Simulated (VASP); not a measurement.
Calculation: PBE GGA with D3 dispersion (zero damping), VASP's PBE PAW potentials (set 64) (plane waves; VASP).

A VASP calculation is set up with these files.

KPOINTS:
```
k-points along high-symmetry lines
10
Line-mode
Reciprocal
  0.000000   0.000000   0.000000 ! GAMMA
 -0.000000   0.500000   0.000000 ! M

 -0.000000   0.500000   0.000000 ! M
 -0.333333   0.666667   0.000000 ! K

 -0.333333   0.666667   0.000000 ! K
  0.000000   0.000000   0.000000 ! GAMMA

  0.000000   0.000000   0.000000 ! GAMMA
  0.000000   0.000000   0.500000 ! A

  0.000000   0.000000   0.500000 ! A
 -0.000000   0.500000   0.500000 ! L

 -0.000000   0.500000   0.500000 ! L
 -0.333333   0.666667   0.500000 ! H

 -0.333333   0.666667   0.500000 ! H
  0.000000   0.000000   0.500000 ! A

 -0.000000   0.500000   0.500000 ! L
 -0.000000   0.500000   0.000000 ! M

 -0.333333   0.666667   0.500000 ! H
 -0.333333   0.666667   0.000000 ! K
```

POSCAR:
```
BN
2.5482720
  0.5000000445  -0.8660255671   0.0000000000
  0.5000000445   0.8660255671   0.0000000000
  0.0000000000   0.0000000000   1.6534771300
B N
2 2
Direct
  0.6666670000   0.3333330000   0.5001803034
  0.3333330000   0.6666670000   0.0001803034
  0.6666670000   0.3333330000   0.8748196966
  0.3333330000   0.6666670000   0.3748196966
```

**INCAR**
```
SYSTEM = BN
PREC = Accurate
ENCUT = 520
EDIFF = 1E-7
NELM = 100
ALGO = Normal
LREAL = .FALSE.
LASPH = .TRUE.
ISMEAR = 0
SIGMA = 0.05
GGA = PE
IVDW = 11
LWAVE = .FALSE.
LCHARG = .FALSE.
LORBIT = 11
ICHARG = 11
```

POTCAR, in this order: B N (PBE.64 set). Program: vasp_std. Read from the step before: CHGCAR.

Output

**OUTCAR**
```
 ion  position               nearest neighbor table
   1  0.667  0.333  0.500-   4 1.56   4 1.56   4 1.56   3 1.58
   2  0.333  0.667  0.000-   3 1.56   3 1.56   3 1.56   4 1.58
   3  0.667  0.333  0.875-   2 1.56   2 1.56   2 1.56   1 1.58
   4  0.333  0.667  0.375-   1 1.56   1 1.56   1 1.56   2 1.58
  LATTYP: Found a hexagonal cell.
 ALAT       =     2.5482724170
 C/A-ratio  =     1.6534768594
 Subroutine PRICEL returns:
 Original cell was already a primitive cell.
 Subroutine GETGRP returns: Found 12 space group operations
The static configuration has the point symmetry C_3v.
 The point group associated with its full space group is C_6v.
The dynamic configuration has the point symmetry C_3v.
 Subroutine INISYM returns: Found 12 space group operations
   k-points           NKPTS =     90   k-points in BZ     NKDIM =     90   number of bands    NBANDS=     12
   number of dos      NEDOS =    301   number of ions     NIONS =      4
   total plane-waves  NPLWV =  12800
   dimension x,y,z NGX =    20 NGY =   20 NGZ =   32
   dimension x,y,z NGXF=    40 NGYF=   40 NGZF=   64
   ions per type =               2   2
   PREC   = accura    normal or accurate (medium, high low for compatibility)
   ISTART =      0    job   : 0-new  1-cont  2-samecut
   ICHARG =     11    charge: 1-file 2-atom 10-const
   ISPIN  =      1    spin polarized calculation?
   LNONCOLLINEAR =      F non collinear calculations
   LSORBIT =      F    spin-orbit coupling
   INIWAV =      1    electr: 0-lowe 1-rand  2-diag
   ENCUT  =  520.0 eV  38.22 Ry    6.18 a.u.   4.74  4.74  7.83*2*pi/ulx,y,z
   NELM   =    100;   NELMIN=  2; NELMDL= -5     # of ELM steps
   EDIFF  = 0.1E-06   stopping-criterion for ELM
   LREAL  =      F    real-space projection
   NLSPLINE    = F    spline interpolate recip. space projectors
   LMAXMIX     =    2 max onsite mixed and CHGCAR
   VOSKOWN=      0    Vosko Wilk Nusair interpolation
   EDIFFG = 0.1E-05   stopping-criterion for IOM
   NSW    =      0    number of steps for IOM
   NBLOCK =      1;   KBLOCK =      1    inner block; outer block
   IBRION =     -1    ionic relax: 0-MD 1-quasi-New 2-CG
   NFREE  =      0    steps in history (QN), initial steepest desc. (CG)
   ISIF   =      2    stress and relaxation
   ISYM   =      2    0-nonsym 1-usesym 2-fastsym
   TEIN   =    0.0    initial temperature
   TEBEG  =    0.0;   TEEND  =   0.0 temperature during run
   SMASS  =  -3.00    Nose mass-parameter (am)
   PSTRESS=    0.0 pullay stress
   NELECT =      16.0000    total number of electrons
   EFERMI =   0.00;   METHOD = LEGACY
   ISMEAR =     0;   SIGMA  =   0.05  broadening in eV -4-tet -1-fermi 0-gaus
   IALGO  =     38    algorithm
   LDIAG  =      T    sub-space diagonalisation (order eigenvalues)
   IMIX   =      4    mixing-type and parameters
     AMIX     =   0.40;   BMIX     =  1.00
     AMIX_MAG =   1.60;   BMIX_MAG =  1.00
     AMIN     =   0.10
   GGA     = PE    functional components
   VOSKOWN =     0    Vosko Wilk Nusair interpolation
   LHFCALC =     F    Hartree Fock is set to
   LHFONE  =     F    Hartree Fock one center treatment
   AEXX    =    0.0000 exact exchange contribution
   IVDW    =    11    specifies the selected vdW correction
   LEPSILON=     F    determine dielectric tensor
   LRPA    =     F    only Hartree local field effects (RPA)
  energy-cutoff  :      520.00
  volume of cell :       23.70
      direct lattice vectors                 reciprocal lattice vectors
     1.274136113 -2.206868704  0.000000000     0.392422752 -0.226565359  0.000000000
     1.274136113  2.206868704  0.000000000     0.392422752  0.226565359  0.000000000
     0.000000000  0.000000000  4.213509473     0.000000000  0.000000000  0.237331850
 k-point     1 :   0.0000 0.0000 0.0000  plane waves:     627
 k-point     2 :   0.0000 0.0556 0.0000  plane waves:     641
 k-point     3 :   0.0000 0.1111 0.0000  plane waves:     642
 k-point     4 :   0.0000 0.1667 0.0000  plane waves:     638
 k-point     5 :   0.0000 0.2222 0.0000  plane waves:     634
 k-point     6 :   0.0000 0.2778 0.0000  plane waves:     630
...
```

OSZICAR:
```
       N       E                     dE             d eps       ncg     rms          rms(c)
DAV:   1     0.524915307481E+02    0.52492E+02   -0.86450E+03  2160   0.129E+03
DAV:   2    -0.305317650829E+02   -0.83023E+02   -0.76005E+02  3120   0.264E+02
DAV:   3    -0.331635063309E+02   -0.26317E+01   -0.26135E+01  2840   0.452E+01
DAV:   4    -0.331812745526E+02   -0.17768E-01   -0.17753E-01  2652   0.372E+00
DAV:   5    -0.331815113905E+02   -0.23684E-03   -0.23673E-03  2768   0.368E-01
DAV:   6    -0.331815183080E+02   -0.69174E-05   -0.69170E-05  2664   0.450E-02
DAV:   7    -0.331815185018E+02   -0.19380E-06   -0.19378E-06  2624   0.657E-03
DAV:   8    -0.331815185104E+02   -0.86329E-08   -0.86497E-08  2040   0.108E-03
   1 F= -.33728331E+02 E0= -.33728331E+02  d E =-.611217E-12
```

File OUTCAR:
```
 val. band max:        7.5221033458   @ k =   0.0000   0.0000   0.0000

 cond. band min:      12.7233781816   @ k =  -0.3333   0.6667   0.0000



 k-point     1 :       0.0000    0.0000    0.0000
  band No.  band energies     occupation
      1     -12.8499      2.00000
      2      -8.7058      2.00000
      3      -3.3671      2.00000
      4       5.4022      2.00000
      5       5.4023      2.00000
      6       7.2596      2.00000
      7       7.5220      2.00000
      8       7.5221      2.00000
      9      15.8852      0.00000
     10      15.8852      0.00000
     11      16.1233      0.00000
     12      17.0172      0.00000

 k-point     2 :       0.0000    0.0556    0.0000
  band No.  band energies     occupation
      1     -12.7828      2.00000
      2      -8.6542      2.00000
      3      -3.3006      2.00000
      4       5.0837      2.00000
      5       5.2719      2.00000
      6       7.1881      2.00000
      7       7.2645      2.00000
      8       7.4515      2.00000
      9      15.7527      0.00000
     10      16.0239      0.00000
     11      16.2643      0.00000
     12      17.2382      0.00000

 k-point     3 :       0.0000    0.1111    0.0000
  band No.  band energies     occupation
      1     -12.5823      2.00000
      2      -8.5023      2.00000
      3      -3.1020      2.00000
      4       4.2296      2.00000
      5       4.9258      2.00000
      6       6.5453      2.00000
      7       6.9949      2.00000
      8       7.2457      2.00000
      9      15.5113      0.00000
     10      16.4006      0.00000
     11      16.5008      0.00000
     12      17.8381      0.00000

 k-point     4 :       0.0000    0.1667    0.0000
  band No.  band energies     occupation
      1     -12.2514      2.00000
      2      -8.2598      2.00000
      3      -2.7749      2.00000
      4       3.0502      2.00000
      5       4.4587      2.00000
      6       5.5359      2.00000
      7       6.6627      2.00000
...
```

The density is held fixed in this step, so its total energy and stress have no physical meaning.

The compound is BN in the wurtzite structure, a metastable high-pressure form. It was relaxed first.
